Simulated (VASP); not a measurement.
Computed with vdW-DF-cx, VASP's PBE PAW potentials (set 64) (plane waves; VASP).

VASP ran on this input.

### INCAR
```
! general
SYSTEM   = Rh
PREC     = Accurate
ENCUT    = 520
LREAL    = F   ! projection in real space or not
LASPH    = T   ! aspherical one-centre terms

! electronic loop
EDIFF    = 1E-7
NELM     = 100   ! most electronic steps
ALGO     = Normal
LMAXMIX  = 4   ! l cut-off of mixed one-centre charges

! smearing
ISMEAR   = 1   ! Methfessel-Paxton
SIGMA    = 0.1   ! width (eV)

! functional
GGA      = CX
LUSE_VDW = T
AGGAC    = 0.0

! ions
ISIF     = 2   ! forces and stress, cell fixed

! output
LWAVE    = F
LCHARG   = F
```

### POSCAR
```
Rh
1
    0.0000000000     1.8928065266     1.8928065266
    1.8928065266     0.0000000000     1.8928065266
    1.8928065266     1.8928065266     0.0000000000
Rh
1
Direct
  0.0000000000   0.0000000000   0.0000000000
```

File KPOINTS:
```
kpoints
0
G
  16 16 16
```

POTCAR, in this order: Rh_pv (PBE.64 set). Program: vasp_std.

What VASP printed:

OUTCAR:
```
 ion  position               nearest neighbor table
   1  0.000  0.000  0.000-
  LATTYP: Found a face centered cubic cell.
 ALAT       =     3.7856130532
 Subroutine PRICEL returns:
 Original cell was already a primitive cell.
 Subroutine GETGRP returns: Found 48 space group operations
The static configuration has the point symmetry O_h .
The dynamic configuration has the point symmetry O_h .
 Subroutine INISYM returns: Found 48 space group operations
 Subroutine IBZKPT returns following result:
 Found    145 irreducible k-points:

 Following reciprocal coordinates:
            Coordinates               Weight
  0.000000  0.000000  0.000000      1.000000
  0.062500  0.000000  0.000000      8.000000
  0.125000  0.000000  0.000000      8.000000
  0.187500  0.000000  0.000000      8.000000
  0.250000  0.000000  0.000000      8.000000
  0.312500  0.000000  0.000000      8.000000
  0.375000  0.000000  0.000000      8.000000
  0.437500  0.000000  0.000000      8.000000
  0.500000  0.000000  0.000000      4.000000
  0.062500  0.062500  0.000000      6.000000
  0.125000  0.062500  0.000000     24.000000
  0.187500  0.062500  0.000000     24.000000
  0.250000  0.062500  0.000000     24.000000
  0.312500  0.062500  0.000000     24.000000
  0.375000  0.062500  0.000000     24.000000
  0.437500  0.062500  0.000000     24.000000
  0.500000  0.062500  0.000000     24.000000
 -0.437500  0.062500  0.000000     24.000000
 -0.375000  0.062500  0.000000     24.000000
 -0.312500  0.062500  0.000000     24.000000
 -0.250000  0.062500  0.000000     24.000000
 -0.187500  0.062500  0.000000     24.000000
 -0.125000  0.062500  0.000000     24.000000
 -0.062500  0.062500  0.000000     12.000000
  0.125000  0.125000  0.000000      6.000000
  0.187500  0.125000  0.000000     24.000000
  0.250000  0.125000  0.000000     24.000000
  0.312500  0.125000  0.000000     24.000000
  0.375000  0.125000  0.000000     24.000000
  0.437500  0.125000  0.000000     24.000000
  0.500000  0.125000  0.000000     24.000000
 -0.437500  0.125000  0.000000     24.000000
 -0.375000  0.125000  0.000000     24.000000
 -0.312500  0.125000  0.000000     24.000000
 -0.250000  0.125000  0.000000     24.000000
 -0.187500  0.125000  0.000000     24.000000
 -0.125000  0.125000  0.000000     12.000000
  0.187500  0.187500  0.000000      6.000000
  0.250000  0.187500  0.000000     24.000000
  0.312500  0.187500  0.000000     24.000000
   k-points           NKPTS =    145   k-points in BZ     NKDIM =    145   number of bands    NBANDS=     11
   number of dos      NEDOS =    301   number of ions     NIONS =      1
   total plane-waves  NPLWV =   8000
   dimension x,y,z NGX =    20 NGY =   20 NGZ =   20
   dimension x,y,z NGXF=    40 NGYF=   40 NGZF=   40
   ions per type =               1
   PREC   = accura    normal or accurate (medium, high low for compatibility)
   ISTART =      0    job   : 0-new  1-cont  2-samecut
   ICHARG =      2    charge: 1-file 2-atom 10-const
   ISPIN  =      1    spin polarized calculation?
   LNONCOLLINEAR =      F non collinear calculations
   LSORBIT =      F    spin-orbit coupling
   INIWAV =      1    electr: 0-lowe 1-rand  2-diag
   ENCUT  =  520.0 eV  38.22 Ry    6.18 a.u.   4.98  4.98  4.98*2*pi/ulx,y,z
   NELM   =    100;   NELMIN=  2; NELMDL= -5     # of ELM steps
   EDIFF  = 0.1E-06   stopping-criterion for ELM
   LREAL  =      F    real-space projection
   NLSPLINE    = F    spline interpolate recip. space projectors
   LMAXMIX     =    4 max onsite mixed and CHGCAR
   VOSKOWN=      0    Vosko Wilk Nusair interpolation
...
```

OSZICAR:
```
       N       E                     dE             d eps       ncg     rms          rms(c)
DAV:   1     0.115119451887E+03    0.11512E+03   -0.94443E+03  3193   0.146E+03
DAV:   2    -0.355767652455E+01   -0.11868E+03   -0.11382E+03  3298   0.384E+02
DAV:   3    -0.493758154802E+01   -0.13799E+01   -0.13701E+01  3709   0.470E+01
DAV:   4    -0.494553886860E+01   -0.79573E-02   -0.79566E-02  3474   0.368E+00
DAV:   5    -0.494566499488E+01   -0.12613E-03   -0.12613E-03  3645   0.434E-01    0.110E+01
DAV:   6    -0.440523756483E+01    0.54043E+00   -0.12722E+00  3316   0.167E+01    0.363E+00
DAV:   7    -0.438464633242E+01    0.20591E-01   -0.26039E-02  3697   0.210E+00    0.169E+00
DAV:   8    -0.438031511128E+01    0.43312E-02   -0.50050E-03  3280   0.115E+00    0.218E-01
DAV:   9    -0.438011362789E+01    0.20148E-03   -0.26219E-04  3685   0.268E-01    0.254E-02
DAV:  10    -0.438012035727E+01   -0.67294E-05   -0.38887E-06  3488   0.264E-02    0.308E-03
DAV:  11    -0.438012031244E+01    0.44834E-07   -0.54598E-07  3703   0.107E-02
   1 F= -.43801203E+01 E0= -.43800379E+01  d E =-.247216E-03
```

**OUTCAR**
```
------------------------ aborting loop because EDIFF is reached ----------------------------------------
  FORCE on cell =-STRESS in cart. coord.  units (eV):
  Direction    XX          YY          ZZ          XY          YZ          ZX
  --------------------------------------------------------------------------------------
  Total        0.0077641      0.0077641      0.0077641      0.0000000      0.0000000      0.0000000
  in kB        0.9171778      0.9171778      0.9171778      0.0000000      0.0000000      0.0000000
  external PRESSURE =       0.9171778 kB  Pullay stress =       0.0000000 kB
  volume of cell :       13.56
      direct lattice vectors                 reciprocal lattice vectors
     0.000000000  1.892806527  1.892806527    -0.264158007  0.264158007  0.264158007
     1.892806527  0.000000000  1.892806527     0.264158007 -0.264158007  0.264158007
     1.892806527  1.892806527  0.000000000     0.264158007  0.264158007 -0.264158007
 POSITION                                       TOTAL-FORCE (eV/Angst)
 -----------------------------------------------------------------------------------
      0.00000      0.00000      0.00000         0.000000     -0.000000      0.000000
 -----------------------------------------------------------------------------------
    total drift:                                0.000000      0.000000      0.000000
  FREE ENERGIE OF THE ION-ELECTRON SYSTEM (eV)
  ---------------------------------------------------
  free  energy   TOTEN  =        -4.3801203124 eV

  energy  without entropy=       -4.3798730967  energy(sigma->0) =       -4.38003791
```
(Selected blocks of OUTCAR.)

The compound is Rh in the fcc structure. It was relaxed first.
